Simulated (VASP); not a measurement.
A run of VASP 6.6.1:

INCAR

```
PREC = Accurate
ENCUT = 520
EDIFF = 1E-6
ISMEAR = 0
SIGMA = 0.05
LREAL = F
LASPH = T
NELM = 120
ALGO = Normal
ISIF = 2
LWAVE = F
LCHARG = F
ISPIN = 2
MAGMOM = 1.85 0
LORBIT = 11
LMAXMIX = 6
LDAU = T
LDAUTYPE = 2
LDAUL = 3 -1
LDAUU = 4 0
LDAUJ = 0 0
LDAUPRINT = 1
GGA = PE
NBANDS = 24
```

Contents of KPOINTS:

```
regular mesh
0
Gamma
  7 7 7
```

File POSCAR:

```
HoO
1.0
    2.7574736800      0.0000000000      0.0000000000
    0.0000000000      2.7574736800      0.0000000000
    0.0000000000      0.0000000000      2.7574736800
Ho O
1 1
Direct
    0.0000000000      0.0000000000      0.0000000000
    0.5000000000      0.5000000000      0.5000000000
```

Potentials or basis: VASP PAW PBE potentials, release 64 (Ho, O).

The run is started by

```console
$ cat potpaw_PBE.64/Ho/POTCAR potpaw_PBE.64/O/POTCAR > POTCAR
$ mpirun -np 1 vasp_std > vasp.out
```

Hardware: 1 thread of AMD EPYC 9R45 96-Core Processor (Zen 5), on a shared host.

Task: Estimate the wall time of this run.

Result: Run time: 36 s on 1 thread of AMD EPYC 9R45 96-Core Processor (Zen 5), with other jobs on the host, peak memory 0.14 GiB. Counts: scf iterations 31, k points 20.
